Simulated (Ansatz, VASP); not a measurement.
# Cross-check of TaSi2N4 (TaSi2N4 monolayer) between VASP and Ansatz, part 2 of 2

One calculation is typed for both programs; each brings its own data sets. How far apart do they land? Of the first pair: The structure shown is the start of the Ansatz relaxation below; VASP solves that cell, so the two are compared at the walk's first step.

VASP 6.6.1 and Ansatz 0.2.0.

So far: The structure; Ansatz: relaxation, PBE with D3(BJ).

## 3. VASP: single point, PBE with D3(BJ), start cell, pair 1

Level of this step: PBE with D3(BJ), spin-polarised from a ferromagnetic start; plane waves and PAW (N, Si, Ta_pv) (VASP).

The same cell, functional, mesh and smearing now go to VASP, with its own data sets.

Lines of VASP's logs that name or quote its potential files are left out, and so is its time.

The input, INCAR:

```
SYSTEM = TaSi2N4
PREC = Accurate
ENCUT = 520
EDIFF = 1E-06
NELM = 200
ISMEAR = -1
SIGMA = 0.05
LREAL = .FALSE.
ALGO = Normal
GGA = PE
IVDW = 12
NBANDS = 31
ISPIN = 2
MAGMOM = 0.01 0.01 0.01 0.01 0 0 0.23
LASPH = .TRUE.
LMAXMIX = 4
LORBIT = 11
LWAVE = .FALSE.
LCHARG = .FALSE.
ISIF = 2
LDIPOL = .TRUE.
IDIPOL = 3
DIPOL = 0.5 0.5 0.5
LVHAR = .TRUE.
GGA_COMPAT = .FALSE.
NELMDL = -8
KPAR = 2
```

The input, POSCAR:

```
TaSi2N4
1.0
    2.9200000000      0.0000000000      0.0000000000
   -1.4600000000      2.5287940000      0.0000000000
    0.0000000000      0.0000000000     45.6276470000
N Si Ta
4 2 1
Direct
    0.0000000000      0.0000000000      0.4197016888
    0.3333333333      0.6666666667      0.4683439517
    0.3333333333      0.6666666667      0.5316560703
    0.0000000000      0.0000000000      0.5802983332
    0.3333333333      0.6666666667      0.4299900125
    0.3333333333      0.6666666667      0.5700100095
    0.0000000000      0.0000000000      0.5000000110
```

The input, KPOINTS:

```
Automatic mesh
0
Gamma
12 12 1
0 0 0
```

PAW data sets: N, Si and Ta_pv (PBE family, release 64).

Started as:

```console
$ mpirun -np 2 vasp_std
```

Numbers of over 12 decimals in the logs are rounded to 6 here.

The log of the run:

```text
[banner, memory and clock lines left out]
running    2 mpi-ranks, on    1 nodes
 distrk:  each k-point on    1 cores,    2 groups
 distr:  one band on    1 cores,    1 groups

 POSCAR found type information on POSCAR N SiTa
 POSCAR found :  3 types and       7 ions
 LDA part: xc-table for (Slater+PW92), standard interpolation
 POSCAR, INCAR and KPOINTS ok, starting setup
 FFT: planning ... GRIDC
 FFT: planning ... GRID_SOFT
 FFT: planning ... GRID
 WAVECAR not read
 entering main loop
       N       E                     dE             d eps       ncg     rms          rms(c)
DAV:   1     0.299217106062E+03    0.29922E+03   -0.16778E+04  2748   0.954E+02
DAV:   2    -0.286415550997E+02   -0.32786E+03   -0.31092E+03  3402   0.236E+02
DAV:   3    -0.706068428489E+02   -0.41965E+02   -0.41513E+02  2932   0.864E+01
DAV:   4    -0.719066914118E+02   -0.12998E+01   -0.12931E+01  3280   0.185E+01
DAV:   5    -0.719305309464E+02   -0.23840E-01   -0.23822E-01  3192   0.236E+00
DAV:   6    -0.719311965711E+02   -0.66562E-03   -0.66556E-03  3186   0.419E-01
DAV:   7    -0.719312221512E+02   -0.25580E-04   -0.25580E-04  3230   0.740E-02
DAV:   8    -0.719312232745E+02   -0.11232E-05   -0.11232E-05  3138   0.159E-02    0.282E+01
DAV:   9    -0.627419185104E+02    0.91893E+01   -0.41301E+01  2789   0.323E+01    0.118E+01
DAV:  10    -0.624379278842E+02    0.30399E+00   -0.82645E+00  2938   0.140E+01    0.819E+00
DAV:  11    -0.620785384905E+02    0.35939E+00   -0.13905E+00  3049   0.672E+00    0.180E+00
DAV:  12    -0.620626196898E+02    0.15919E-01   -0.13255E-01  3036   0.199E+00    0.733E-01
DAV:  13    -0.620607691760E+02    0.18505E-02   -0.95860E-03  3141   0.550E-01    0.401E-01
DAV:  14    -0.620584075108E+02    0.23617E-02   -0.23350E-03  3003   0.237E-01    0.134E-01
[...]
DAV:  46    -0.620706954107E+02    0.14622E-05   -0.36027E-05  2867   0.213E-02    0.468E-03
DAV:  47    -0.620706942186E+02    0.11920E-05   -0.99797E-05  2875   0.352E-02    0.550E-03
DAV:  48    -0.620706918941E+02    0.23245E-05   -0.11783E-04  2960   0.386E-02    0.598E-03
DAV:  49    -0.620706832610E+02    0.86331E-05   -0.12664E-04  2926   0.401E-02    0.639E-03
DAV:  50    -0.620706656125E+02    0.17649E-04   -0.17567E-04  2856   0.470E-02    0.768E-03
DAV:  51    -0.620706726415E+02   -0.70290E-05   -0.11959E-05  2915   0.138E-02    0.624E-03
DAV:  52    -0.620706767720E+02   -0.41305E-05   -0.88759E-06  2813   0.105E-02    0.573E-03
DAV:  53    -0.620706777621E+02   -0.99010E-06   -0.16575E-06  2591   0.476E-03
   1 F= -.63843652E+02 E0= -.63833347E+02  d E =-.206081E-01  mag=     0.2625
```

OUTCAR, selected parts (step 3):

```text
ion  position               nearest neighbor table
   1  0.000  0.000  0.420-   5 1.75   5 1.75   5 1.75
   2  0.333  0.667  0.468-   5 1.75   7 2.22   7 2.22   7 2.22
   3  0.333  0.667  0.532-   6 1.75   7 2.22   7 2.22   7 2.22
   4  0.000  0.000  0.580-   6 1.75   6 1.75   6 1.75
   5  0.333  0.667  0.430-   1 1.75   1 1.75   1 1.75   2 1.75
   6  0.333  0.667  0.570-   4 1.75   4 1.75   4 1.75   3 1.75
   7  0.000  0.000  0.500-   2 2.22   3 2.22   2 2.22   3 2.22   2 2.22   3 2.22

  LATTYP: Found a hexagonal cell.
 ALAT       =     2.9200000000
 C/A-ratio  =    15.6259065068

 Subroutine GETGRP returns: Found 12 space group operations
 (whereof 12 operations were pure point group operations)

The static configuration has the point symmetry D_3h.

 Found     19 irreducible k-points:

   k-points           NKPTS =     19   k-points in BZ     NKDIM =     19   number of bands    NBANDS=     31

   dimension x,y,z NGX =    24 NGY =   24 NGZ =  350
   dimension x,y,z NGXF=    48 NGYF=   48 NGZF=  700

   ENCUT  =  520.0 eV  38.22 Ry    6.18 a.u.   5.43  5.43 84.84*2*pi/ulx,y,z

   NELECT =      39.0000    total number of electrons

 k-points in reciprocal lattice and weights: Automatic mesh
   0.00000000  0.00000000  0.00000000       0.007
   0.08333333 -0.00000000  0.00000000       0.042
   0.16666667  0.00000000  0.00000000       0.042
   0.25000000  0.00000000  0.00000000       0.042
   0.33333333  0.00000000  0.00000000       0.042
   0.41666667 -0.00000000  0.00000000       0.042
   0.50000000  0.00000000  0.00000000       0.021
   0.08333333  0.08333333  0.00000000       0.042
   0.16666667  0.08333333  0.00000000       0.083
[...]
0.33333333  0.25000000  0.00000000       0.083
   0.33333333  0.33333333  0.00000000       0.014

 dipolmoment           0.000000      0.000000     -0.000018 electrons x Angstroem

 average (electrostatic) potential at core
       1 -71.2721       2 -70.4425       3 -70.4426       4 -71.2725       5 -92.6114
       6 -92.6117       7 -45.3472

 E-fermi :  -2.8474

 spin component 1
 k-point     1 :       0.0000    0.0000    0.0000
  band No.  band energies     occupation
    ...
     15      -4.8800      1.00000
     16      -4.7874      1.00000
     17      -4.7874      1.00000
     18      -3.5521      1.00000
     19      -3.5521      1.00000
     20      -2.6776      0.03242
     21       0.4943      0.00000
     22       0.4943      0.00000
     23       1.4454      0.00000
     24       1.4793      0.00000
    ...

 k-point     2 :       0.0833   -0.0000    0.0000
  band No.  band energies     occupation
    ...
     15      -5.1068      1.00000
     16      -4.8382      1.00000
     17      -4.6592      1.00000
     18      -3.7406      1.00000
     19      -3.6899      1.00000
     20      -2.6632      0.02453
     21       0.2729      0.00000
     22       0.5482      0.00000
     23       1.5319      0.00000
     24       1.8597      0.00000
    ...

 k-point     3 :       0.1667    0.0000    0.0000
  band No.  band energies     occupation
    ...
     15      -5.5680      1.00000
     16      -4.9326      1.00000
     17      -4.3333      1.00000
     18      -4.2023      1.00000
     19      -4.0340      1.00000
     20      -2.8264      0.39687
     21       0.1501      0.00000
     22       0.7537      0.00000
     23       1.5868      0.00000
     24       2.4642      0.00000
    ...

 k-point     4 :       0.2500    0.0000    0.0000
  band No.  band energies     occupation
    ...
     16      -5.3295      1.00000
     17      -4.5715      1.00000
     18      -4.4462      1.00000
     19      -3.9590      1.00000
     20      -3.1260      0.99622
     21       0.3274      0.00000
     22       1.2247      0.00000
     23       1.4632      0.00000
     24       2.3704      0.00000
     25       2.8832      0.00000
    ...

 k-point     5 :       0.3333    0.0000    0.0000
  band No.  band energies     occupation
    ...
     16      -5.2343      1.00000
     17      -4.8100      1.00000
     18      -4.7080      1.00000
     19      -3.6845      1.00000
     20      -3.2681      0.99978
     21       0.5278      0.00000
     22       1.0039      0.00000
     23       2.0185      0.00000
     24       2.0388      0.00000
     25       2.8001      0.00000
    ...

 k-point     6 :       0.4167   -0.0000    0.0000
  band No.  band energies     occupation
    ...
     16      -5.0530      1.00000
     17      -4.9713      1.00000
     18      -4.7521      1.00000
     19      -3.5493      1.00000
     20      -3.3205      0.99992
     21       0.2968      0.00000
     22       0.5355      0.00000
     23       2.6188      0.00000
     24       2.8358      0.00000
     25       2.9166      0.00000
    ...

 Edisp (eV)   -1.77297

  Total       1.09980     1.09980   -11.34197     0.00000     0.00000     0.00000
  in kB       5.22998     5.22998   -53.93548     0.00000     0.00000     0.00000
  external pressure =      -14.49 kB  Pullay stress =        0.00 kB

  energy-cutoff  :      520.00
  volume of cell :      336.92
      direct lattice vectors                 reciprocal lattice vectors
     2.920000000  0.000000000  0.000000000     0.342465753  0.197722709  0.000000000
    -1.460000000  2.528794000  0.000000000     0.000000000  0.395445418  0.000000000
     0.000000000  0.000000000 45.627647000     0.000000000  0.000000000  0.021916537

 POSITION                                       TOTAL-FORCE (eV/Angst)
 -----------------------------------------------------------------------------------
      0.00000      0.00000     19.15000        -0.000000     -0.000000     -0.673596
     -0.00000      1.68586     21.36943         0.000000      0.000000      3.348867
     -0.00000      1.68586     24.25822        -0.000000      0.000000     -3.348867
      0.00000      0.00000     26.47765         0.000000     -0.000000      0.673596
     -0.00000      1.68586     19.61943        -0.000000      0.000000      1.022813
     -0.00000      1.68586     26.00822         0.000000      0.000000     -1.022813
      0.00000      0.00000     22.81382         0.000000      0.000000      0.000000
 -----------------------------------------------------------------------------------
    total drift:                                0.000000     -0.000010     -0.003199

  FREE ENERGIE OF THE ION-ELECTRON SYSTEM (eV)
  ---------------------------------------------------
  free  energy   TOTEN  =       -63.8436515542 eV

  energy  without entropy=      -63.8230434060  energy(sigma->0) =      -63.83334748

 vacuum level on the upper side and lower side of the slab         2.722         2.723

 total charge
# of ion       s       p       d       tot
------------------------------------------
    1        1.222   2.687   0.000   3.908
    2        1.234   2.538   0.000   3.771
    3        1.234   2.538   0.000   3.771
    4        1.222   2.687   0.000   3.908
    5        0.673   0.961   0.000   1.634
    6        0.673   0.961   0.000   1.634
    7        0.313   6.261   2.284   8.858
--------------------------------------------------
tot          6.570  18.631   2.284  27.485

 magnetization (x)
# of ion       s       p       d       tot
------------------------------------------
    1        0.000   0.002   0.000   0.002
    2       -0.000   0.007   0.000   0.007
    3       -0.000   0.007   0.000   0.007
    4        0.000   0.002   0.000   0.002
    5        0.001   0.001   0.000   0.002
    6        0.001   0.001   0.000   0.002
    7        0.003   0.007   0.139   0.149
--------------------------------------------------
tot          0.004   0.028   0.139   0.172

[... 6 further parts left out ...]
```

## 4. Differences

Known differences besides the potentials themselves: VASP starts from the moments at which Ansatz ended; Ansatz cuts the interaction across the vacuum, VASP repeats the sheet with a dipole correction; the data sets hold 41 valence electrons in Ansatz (on its default PAW (the set named soft_2) files) and 39 in VASP; the cutoff is 420 eV in Ansatz and 520 eV in VASP. Total energies have different zeros and are not compared.

Forces (eV/Å; atoms numbered as in POSCAR):

```tsv
atom	Ansatz x, y, z	VASP x, y, z
N1	0.000, 0.000, -0.672	0.000, 0.000, -0.674
N2	0.000, 0.000, 3.370	0.000, 0.000, 3.349
N3	0.000, 0.000, -3.370	0.000, 0.000, -3.349
N4	0.000, 0.000, 0.672	0.000, 0.000, 0.674
Si5	0.000, 0.000, 1.026	0.000, 0.000, 1.023
Si6	0.000, 0.000, -1.026	0.000, 0.000, -1.023
Ta7	0.000, 0.000, 0.000	0.000, 0.000, 0.000
```

The forces differ by 6.5 meV/Å r.m.s., which is 0.6 % of the r.m.s. force of 1.100 eV/Å (both taken over all components). Moments aren't recorded for both runs of this pair, so they may hold unlike magnetic states. With vacuum in the cell, a pressure given here is an average over mostly empty space and none of the material.

## 5. Ansatz: relaxation, PBE with D3(BJ)

This run makes the geometry at which the two programs are then compared.

The structure compared here is the end of the Ansatz relaxation.

The input, input.yaml:

```yaml
crystal:
  lattice:
    - [2.92, 0.0, 0.0]
    - [-1.46, 2.5287941791, 0.0]
    - [0.0, 0.0, 45.6276474669]
  atoms:
    - { symbol: "N", position: [0.0, 0.0, 0.4197016735] }
    - { symbol: Si, position: [0.3333333333, 0.6666666667, 0.4299900032] }
    - { symbol: "N", position: [0.3333333333, 0.6666666667, 0.4683439421] }
    - { symbol: Ta, position: [0.0, 0.0, 0.5], spin: 1.0 }
    - { symbol: "N", position: [0.3333333333, 0.6666666667, 0.5316560579] }
    - { symbol: Si, position: [0.3333333333, 0.6666666667, 0.5700099968] }
    - { symbol: "N", position: [0.0, 0.0, 0.5802983265] }
  periodic: [true, true, false]
magnetization:
  spin_polarized: true
kpoints:
  mp_grid: { grid: [12, 12, 1] }
hamiltonian:
  xc: pbe
  dispersion: d3bj
scf:
  occupations: { method: fermi_dirac, width: 0.05 }
  convergence: { dr2_threshold: 1.0e-09 }
relax:
  f_tol: 0.004
  max_steps: 90
  cell: {}
output:
  write_potential: true
  write_density: true
  volumetric_format: npy
```

Started as:

```console
$ ansatz run input.yaml --threads 2 --pin off --max-ram 3072MiB --backend cpu --events-out ev --progress --plain --runs-dir out
```

The log of the run:

```text
[...]
Crystal: 7 atoms, lattice volume = 336.918 Å³
Basis set: ecut = 420 eV, 6525 PW (Γ), exchange–correlation on 40×40×640 points (8 copies of the dense FFT grid, shifted against one another)
Bands: 28, of which v1, the nominal top of the filled ones, is band 21 counted from 1 (20 counted from 0)
[...]
- { symbol: Si, position: [0.333333, 0.666667, 0.434105] }
    - { symbol: N, position: [0.333333, 0.666667, 0.472443] }
    - { symbol: Ta, position: [1.0573552618555015e-17, -5.1357255561990634e-17, 0.5] }
    - { symbol: N, position: [0.333333, 0.666667, 0.527557] }
    - { symbol: Si, position: [0.333333, 0.666667, 0.565895] }
    - { symbol: N, position: [1.0573552618554984e-17, -5.1357255561990634e-17, 0.576944] }
[key lines of the parts left out:]
SCF converged after 6 iterations
Magnetization: 0.6944 μB (20.8472 up, 20.1528 down)
Free energy (F): -12748.354997 eV
Fermi energy:    -5.315108 eV
P = ½ c Tr σ = 0.0029 N/m
```

## 6. VASP: single point, PBE with D3(BJ), relaxed cell, pair 2

The same cell, functional, mesh and smearing now go to VASP, with its own data sets.

INCAR is that of step 3.

The input, POSCAR:

```
TaSi2N4
1.0
    2.9505611541      0.0000000000      0.0000000000
   -1.4752805770      2.5552609149      0.0000000000
    0.0000000000      0.0000000000     45.6276474669
N Si Ta
4 2 1
Direct
    0.0000000000      0.0000000000      0.4230564180
    0.3333333333      0.6666666667      0.4724432887
    0.3333333333      0.6666666667      0.5275567113
    0.0000000000      0.0000000000      0.5769435820
    0.3333333333      0.6666666667      0.4341047303
    0.3333333333      0.6666666667      0.5658952697
    0.0000000000      0.0000000000      0.5000000000
```

KPOINTS is that of step 3.

Started as:

```console
$ mpirun -np 2 vasp_std
```

The log of the run:

```text
[... set-up lines as in an earlier step ...]
 entering main loop
       N       E                     dE             d eps       ncg     rms          rms(c)
DAV:   1     0.304336430021E+03    0.30434E+03   -0.16783E+04  2756   0.951E+02
DAV:   2    -0.279644904070E+02   -0.33230E+03   -0.31539E+03  3386   0.237E+02
DAV:   3    -0.709770354437E+02   -0.43013E+02   -0.42532E+02  2904   0.872E+01
DAV:   4    -0.723324419187E+02   -0.13554E+01   -0.13485E+01  3243   0.190E+01
[...]
DAV:  39    -0.628107884633E+02   -0.13785E-05   -0.73828E-09  2250   0.243E-04    0.610E-05
DAV:  40    -0.628107896585E+02   -0.11952E-05   -0.63793E-09  2223   0.199E-04    0.340E-05
DAV:  41    -0.628107902989E+02   -0.64032E-06   -0.35463E-09  2178   0.140E-04
   1 F= -.64612588E+02 E0= -.64603719E+02  d E =-.177375E-01  mag=     0.6845
```

From OUTCAR (step 6):

```text
 Edisp (eV)   -1.80180

  Total       0.06447     0.06447     0.07463     0.00000    -0.00000     0.00000
  in kB       0.30027     0.30027     0.34757     0.00000    -0.00000     0.00000
  external pressure =        0.32 kB  Pullay stress =        0.00 kB

 POSITION                                       TOTAL-FORCE (eV/Angst)
 -----------------------------------------------------------------------------------
      0.00000      0.00000     19.30307         0.000000     -0.000000      0.014387
     -0.00000      1.70351     21.55648         0.000000      0.000000     -0.062906
     -0.00000      1.70351     24.07117         0.000000     -0.000000      0.062906
      0.00000      0.00000     26.32458         0.000000     -0.000000     -0.014387
     -0.00000      1.70351     19.80718        -0.000000      0.000000     -0.013236
     -0.00000      1.70351     25.82047         0.000000     -0.000000      0.013236
      0.00000      0.00000     22.81382         0.000000     -0.000000     -0.000000
 -----------------------------------------------------------------------------------
    total drift:                                0.000000     -0.000000     -0.000000

  FREE ENERGIE OF THE ION-ELECTRON SYSTEM (eV)
  ---------------------------------------------------
  free  energy   TOTEN  =       -64.6125877240 eV

  energy  without entropy=      -64.5948502108  energy(sigma->0) =      -64.60371897

 magnetization (x)
# of ion       s       p       d       tot
------------------------------------------
    1        0.000   0.007   0.000   0.008
    2       -0.001   0.009   0.000   0.008
    3       -0.001   0.009   0.000   0.008
    4        0.000   0.007   0.000   0.008
    5        0.002   0.004   0.000   0.005
    6        0.002   0.004   0.000   0.005
    7        0.005   0.024   0.402   0.432
--------------------------------------------------
tot          0.008   0.065   0.402   0.475

[... 1 part as in an earlier step ...]

[... 2 further parts left out ...]
[key lines of the parts left out:]
E-fermi :  -2.5924
```

## 7. Differences

What differs besides the data sets and the points named for the pairs above, as far as they apply: the data sets hold 41 valence electrons in Ansatz (on its default PAW (the set named soft_2) files) and 39 in VASP; site moments are counted in spheres of each program's own size. Total energies have different zeros and are not compared.

Compared:

```tsv
quantity	Ansatz	VASP	difference
total moment (μB)	0.69	0.68	+0.01
moment on Ta7 (μB)	0.23	0.43	-0.20
```

Forces (eV/Å; atoms numbered as in POSCAR):

```tsv
atom	Ansatz x, y, z	VASP x, y, z
N1	0.000, 0.000, 0.000	0.000, 0.000, 0.014
N2	0.000, 0.000, 0.000	0.000, 0.000, -0.063
N3	0.000, 0.000, 0.000	0.000, 0.000, 0.063
N4	0.000, 0.000, 0.000	0.000, 0.000, -0.014
Si5	0.000, 0.000, 0.000	0.000, 0.000, -0.013
Si6	0.000, 0.000, 0.000	0.000, 0.000, 0.013
Ta7	0.000, 0.000, 0.000	0.000, 0.000, 0.000
```

The forces differ by 20 meV/Å r.m.s., where the r.m.s. force is 0.000 eV/Å in Ansatz and 0.020 eV/Å in VASP: the atoms lie near their places of rest in Ansatz, so a percentage would say little (all taken over all components). With vacuum in the cell, a pressure given here is an average over mostly empty space and none of the material. The total moments and the pattern agree; the site moments differ because the programs count them in spheres of different size.

## 8. What the set-up changes

Further runs change the set-up of one program: Ansatz's method, potentials or start, or VASP's data sets, cutoff or form of LDA. The table gives Ansatz less VASP for each quantity, since a change that brings one quantity closer may part another.

```tsv
run	r.m.s. force difference (meV/Å)	total moment (μB)
as above	20	0.0099
VASP with the data sets N, Si and Ta_sv_GW	12	-0.0017
```

## 9. What came out

| Quantity | Value |
| --- | --- |
| r.m.s. force difference (single point, PBE with D3(BJ), start cell, pair 1) | 0.59 % of the r.m.s. force |
| r.m.s. force difference (single point, PBE with D3(BJ), relaxed cell, pair 2) | 20 meV/Å |

In words: The r.m.s. force difference is 20 meV/Å (single point, PBE with D3(BJ), relaxed cell, pair 2), beyond the 12 meV/Å picked in this series as the mark of a large difference. The data sets hold unlike numbers of valence electrons (41 in Ansatz and 39 in VASP), so part of the differences comes from the potentials. Single point, PBE with D3(BJ), relaxed cell, pair 2, VASP with the data sets N, Si and Ta_sv_GW: r.m.s. force difference goes from 20 to 12 meV/Å; the difference in total moment goes from 0.0099 to -0.0017 μB. Such differences can come from data sets, numerical settings and the points named under the comparisons, not from the functional's error against experiment.

[Lines on the potential files, build, host, timing and source positions are cut from VASP's logs without a mark.]

[Logs are printed without paths, hosts, clocks, repeated set-up lines and the standing remarks that a program may print on its own settings, such as how far it seeks lower states.]

[Hosts, paths, dates, database ids (printed as entryN), source tags and the programs' standing remarks are cut or masked in the printed files.]
